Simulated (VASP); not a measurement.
Calculation: PBE GGA, VASP's PBE PAW potentials (set 64) (plane waves; VASP 6.6.1).

VASP input:

KPOINTS:
```
Automatic mesh
0
Gamma
7 7 7
0 0 0
```

### POSCAR
```
NaCl
1
    0.0000000000     2.8200000000     2.8200000000
    2.8200000000     0.0000000000     2.8200000000
    2.8200000000     2.8200000000     0.0000000000
Na Cl
1 1
Direct
  0.0000000000   0.0000000000   0.0000000000
  0.5000000000   0.5000000000   0.5000000000
```

**INCAR**
```
! general
SYSTEM = NaCl
PREC   = Single
ENCUT  = 400   ! plane-wave cut-off (eV)
LREAL  = F   ! projection in real space or not
LASPH  = T

! electronic loop
EDIFF  = 1E-6   ! SCF stop (eV)
NELM   = 100
ALGO   = Normal   ! blocked Davidson

! smearing
ISMEAR = 0
SIGMA  = 0.05

! functional
GGA    = PE

! ions
ISIF   = 2

! output
LWAVE  = F
LCHARG = F
```

POTCAR, in this order: Na_pv Cl (PBE.64 set). Program: vasp_std.

Output

### OSZICAR
```
       N       E                     dE             d eps       ncg     rms          rms(c)
DAV:   1     0.908436573736E+02    0.90844E+02   -0.65953E+03   440   0.108E+03
DAV:   2     0.123084909485E+01   -0.89613E+02   -0.83326E+02   478   0.262E+02
DAV:   3    -0.680102199619E+01   -0.80319E+01   -0.79840E+01   530   0.813E+01
DAV:   4    -0.696973286813E+01   -0.16871E+00   -0.16859E+00   491   0.130E+01
DAV:   5    -0.697374062784E+01   -0.40078E-02   -0.40074E-02   595   0.195E+00    0.212E+00
DAV:   6    -0.678211924396E+01    0.19162E+00   -0.38765E-01   500   0.416E+00    0.160E+00
DAV:   7    -0.677030085307E+01    0.11818E-01   -0.90908E-02   550   0.202E+00    0.108E+00
DAV:   8    -0.677591826443E+01   -0.56174E-02   -0.96856E-03   461   0.104E+00    0.247E-01
DAV:   9    -0.677586199601E+01    0.56268E-04   -0.19167E-04   548   0.135E-01    0.133E-01
DAV:  10    -0.677601454371E+01   -0.15255E-03   -0.31201E-04   464   0.159E-01    0.471E-02
DAV:  11    -0.677600710274E+01    0.74410E-05   -0.18115E-05   512   0.433E-02    0.826E-03
DAV:  12    -0.677600708826E+01    0.14484E-07   -0.12436E-06   470   0.124E-02
   1 F= -.67760071E+01 E0= -.67760071E+01  d E =-.733698E-15
```

### OUTCAR
```
------------------------ aborting loop because EDIFF is reached ----------------------------------------
  FORCE on cell =-STRESS in cart. coord.  units (eV):
  Direction    XX          YY          ZZ          XY          YZ          ZX
  --------------------------------------------------------------------------------------
  Total        0.1459442      0.1459442      0.1459442     -0.0000000     -0.0000000      0.0000000
  in kB        5.2133877      5.2133877      5.2133877     -0.0000000     -0.0000000      0.0000000
  external PRESSURE =       5.2133877 kB  Pullay stress =       0.0000000 kB
  volume of cell :       44.85
      direct lattice vectors                 reciprocal lattice vectors
     0.000000000  2.820000000  2.820000000    -0.177304965  0.177304965  0.177304965
     2.820000000  0.000000000  2.820000000     0.177304965 -0.177304965  0.177304965
     2.820000000  2.820000000  0.000000000     0.177304965  0.177304965 -0.177304965
  FREE ENERGIE OF THE ION-ELECTRON SYSTEM (eV)
  ---------------------------------------------------
  free  energy   TOTEN  =        -6.7760070883 eV

  energy  without entropy=       -6.7760070883  energy(sigma->0) =       -6.77600709
```
(Selected blocks of OUTCAR.)

The compound is NaCl in the rock salt structure. The cell was not relaxed at this level. The run is one of a series of settings (PREC = Single against the base run), some of them coarse on purpose.
